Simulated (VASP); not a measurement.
Consider the following.

```xyz
3
Lattice="3.8409 0.0000 0.0000 -1.9205 3.3263 0.0000 0.0000 0.0000 3.9156" Properties=species:S:1:pos:R:3 pbc="T T T"
Y      0.0000     0.0000     0.0000
H      0.0000     2.2176     0.0000
Se     1.9205     1.1088     1.9578
```

Method: HSE06 screened hybrid, VASP's PBE PAW potentials (set 64) (plane waves; VASP). Numerical set-up: 400 eV cut-off, 6×6×4 Γ-centred mesh, Gaussian smearing of 0.050 eV, potentials Y_sv H Se.

**Question.** Predict the energy per atom (σ→0), pressure, band gap (over mesh and band path) with the smallest direct gap where there is one.

**Answer.** 
```json
{
 "band gap (over mesh and band path)": "2.31 eV",
 "smallest direct gap (over mesh and band path)": "2.75 eV",
 "energy per atom (σ→0)": "-6.867 eV/atom",
 "pressure": "-1.28 GPa"
}
```

Total energies compare only between runs with the same potentials, cut-off and functional.

The structure comes from a computed database's YHSe entry (P-6m2); how it stands against other phases isn't given here. The cell was not relaxed at this level. The cell's shape comes from a PBE relaxation.
